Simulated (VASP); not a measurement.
An input for Quantum ESPRESSO's pw.x (written as the equivalent of a VASP run, and not itself run):

```
&CONTROL
  calculation = 'scf'
  pseudo_dir = './pseudo'
  outdir = './out'
  tprnfor = .true.
  tstress = .true.
/
&SYSTEM
  ibrav = 0
  nat = 3
  ntyp = 1
  ecutwfc = 86
  occupations = 'tetrahedra'
  input_dft = 'vdw-df-ob86'
/
&ELECTRONS
  conv_thr = 7.3e-09
  electron_maxstep = 100
/
ATOMIC_SPECIES
  Se 78.971 Se.upf
CELL_PARAMETERS angstrom
     2.0560518   -3.5611861    0.0000000
     2.0560518    3.5611861    0.0000000
     0.0000000    0.0000000    5.1649684
ATOMIC_POSITIONS crystal
  Se   0.0000000  0.2461550  0.6666670
  Se   0.7538450  0.7538450  0.0000000
  Se   0.2461550  0.0000000  0.3333330
K_POINTS automatic
  7 7 5 0 0 0
```

### Question
Translate this input to VASP (INCAR, KPOINTS, POSCAR, choice of POTCAR).

### Answer
Several could match; the one computed here: 
KPOINTS:
```
Automatic mesh
0
Gamma
7 7 5
0 0 0
```

### POSCAR
```
Se
1
    2.0560517771    -3.5611861290     0.0000000000
    2.0560517771     3.5611861290     0.0000000000
    0.0000000000     0.0000000000     5.1649684095
Se
3
Direct
  0.0000000000   0.2461549604   0.6666670000
  0.7538450396   0.7538450396   0.0000000000
  0.2461549604   0.0000000000   0.3333330000
```

INCAR:
```
# general
SYSTEM   = Se
PREC     = Accurate
ENCUT    = 520
LREAL    = .FALSE.
LASPH    = .TRUE.

# electronic loop
EDIFF    = 1E-7
NELM     = 100
ALGO     = Normal
LMAXMIX  = 4

# smearing
ISMEAR   = -5

# functional
GGA      = MK
LUSE_VDW = .TRUE.
AGGAC    = 0.0
PARAM1   = 0.1234
PARAM2   = 1.0

# ions
ISIF     = 2

# output
LWAVE    = .FALSE.
LCHARG   = .TRUE.
LORBIT   = 11
NEDOS    = 601

# other
LEFG     = .TRUE.
```

POTCAR, in this order: Se (PBE.64 set). Program: vasp_std.

Limits of the translation: the potentials are each code's own (VASP's PAW set, PseudoDojo norm-conserving files in pw.x), so ENCUT and ecutwfc are chosen apart and not converted; conv_thr bounds pw.x's estimated SCF error, while EDIFF bounds the energy change between steps; the field gradients of LEFG aren't asked of the other code.

The compound is Se in the trig structure. It was relaxed first, which changed the volume by -8 %.
